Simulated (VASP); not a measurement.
OSZICAR of a VASP run on P (black):

**OSZICAR**
```
       N       E                     dE             d eps       ncg     rms          rms(c)
DAV:   1     0.609927167515E+02    0.60993E+02   -0.84732E+03  4340   0.119E+03
DAV:   2    -0.175082403006E+02   -0.78501E+02   -0.76169E+02  5650   0.175E+02
DAV:   3    -0.213941787773E+02   -0.38859E+01   -0.38419E+01  5940   0.408E+01
DAV:   4    -0.214437230249E+02   -0.49544E-01   -0.49479E-01  5356   0.538E+00
DAV:   5    -0.214447197555E+02   -0.99673E-03   -0.99633E-03  6080   0.666E-01    0.106E+01
DAV:   6    -0.213487912622E+02    0.95928E-01   -0.65213E-02  5276   0.163E+00    0.622E+00
DAV:   7    -0.213100708688E+02    0.38720E-01   -0.10157E-01  5738   0.208E+00    0.323E-01
DAV:   8    -0.213096909696E+02    0.37990E-03   -0.10456E-02  5218   0.728E-01    0.166E-01
DAV:   9    -0.213097211765E+02   -0.30207E-04   -0.61228E-04  5906   0.172E-01    0.749E-02
DAV:  10    -0.213097253090E+02   -0.41324E-05   -0.66657E-05  5234   0.523E-02    0.301E-02
DAV:  11    -0.213097327250E+02   -0.74160E-05   -0.11147E-05  5552   0.282E-02    0.796E-03
DAV:  12    -0.213097332320E+02   -0.50696E-06   -0.59105E-07  3292   0.624E-03
   1 F= -.19182852E+02 E0= -.19182752E+02  d E =-.191829E+02
       N       E                     dE             d eps       ncg     rms          rms(c)
DAV:   1    -0.213066322478E+02    0.31005E-02   -0.13077E-02  4556   0.656E-01    0.816E-02
DAV:   2    -0.213065908902E+02    0.41358E-04   -0.66977E-04  5798   0.188E-01    0.413E-02
DAV:   3    -0.213065576182E+02    0.33272E-04   -0.55046E-05  5434   0.456E-02    0.181E-02
DAV:   4    -0.213065532174E+02    0.44008E-05   -0.15883E-05  5766   0.239E-02    0.807E-03
DAV:   5    -0.213065538062E+02   -0.58887E-06   -0.55588E-07  2980   0.575E-03
   2 F= -.19183213E+02 E0= -.19183117E+02  d E =-.361394E-03
       N       E                     dE             d eps       ncg     rms          rms(c)
DAV:   1    -0.213031102504E+02    0.34430E-02   -0.13866E-02  4568   0.675E-01    0.838E-02
DAV:   2    -0.213030660274E+02    0.44223E-04   -0.70939E-04  5768   0.194E-01    0.420E-02
DAV:   3    -0.213030308378E+02    0.35190E-04   -0.58768E-05  5458   0.471E-02    0.185E-02
DAV:   4    -0.213030262308E+02    0.46070E-05   -0.16863E-05  5754   0.246E-02    0.843E-03
DAV:   5    -0.213030268406E+02   -0.60978E-06   -0.59221E-07  2962   0.594E-03
   3 F= -.19183336E+02 E0= -.19183256E+02  d E =-.484221E-03
```

Question: Which electronic solver shows in the log?

Answer: It is blocked Davidson (ALGO = Normal, or the opening steps of other solvers). The INCAR had ALGO = Normal.

Question: Can the final energy be trusted as converged?

Answer: Self-consistency was reached. It stopped with EDIFF = 1E-6, NELM = 100, NSW = 40 and EDIFFG = -0.02 after 3 ionic steps (PBE GGA, plane waves, VASP's PBE PAW potentials (set 64)). Without a dispersion term in the relaxation, distances and binding between the weakly bound layers, chains or molecules are unreliable, and so is what depends on them.

The compound is P in the black structure. This run relaxes it under an external pressure of 5 GPa. Symmetry was kept, so distortions that lower it aren't found.
